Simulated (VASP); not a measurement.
## K4C: single point with PBE

The system is K4C.

```xyz
5
Lattice="6.5855 0.0000 0.0000 -3.2927 5.7032 0.0000 0.0000 0.0000 4.7841" Properties=species:S:1:pos:R:3 pbc="T T T"
K     3.2927    0.0000    2.3920
K    -1.6464    2.8516    2.3920
K     1.6464    2.8516    2.3920
K     0.0000    0.0000    0.0000
C     0.0000    0.0000    2.3920
```

The cell was built by a generator and needn't be a form met in nature.

The cell isn't the ideal one: random cell by space group and Wyckoff sites (P6/mmm, No. 191).

```json
{
  "Program": "VASP 6.6.1",
  "Task": "single point",
  "Functional": "PBE",
  "Potentials or basis": "VASP PAW PBE potentials, release 64 (K_sv, C)",
  "Cutoff": "520 eV",
  "k mesh": "3 × 3 × 4",
  "Occupations": "gaussian, width 0.1 eV",
  "Spin": "no spin polarisation"
}
```

```
Pressure               : 3.5 GPa
Band gap on the k mesh : none (metal or under the smearing width)
```

Stress tensor (GPa, compression positive):
```
2.78 0.00 0.00
0.00 2.78 0.00
0.00 0.00 4.96
```

Levels at points of the mesh, in eV from the Fermi level:
```tsv
k point	band 16	band 17	band 18	band 19	band 20	band 21	band 22	band 23	band 24	band 25
(0.00, 0.00, 0.00)	-13.98	-8.34	-2.00	-0.23	-0.23	1.11	1.34	1.34	1.57	2.13
(0.00, 0.00, 0.50)	-13.98	-7.33	-1.22	-0.51	-0.51	0.03	0.04	0.79	2.24	2.24
```

Run time: 50 s on 1 thread of Intel(R) Xeon(R) Platinum 8488C (Sapphire Rapids) (shared host), peak memory 0.29 GiB.

Caveat: the k mesh is coarse (spacing up to 0.37 Å⁻¹), so the values aren't converged.
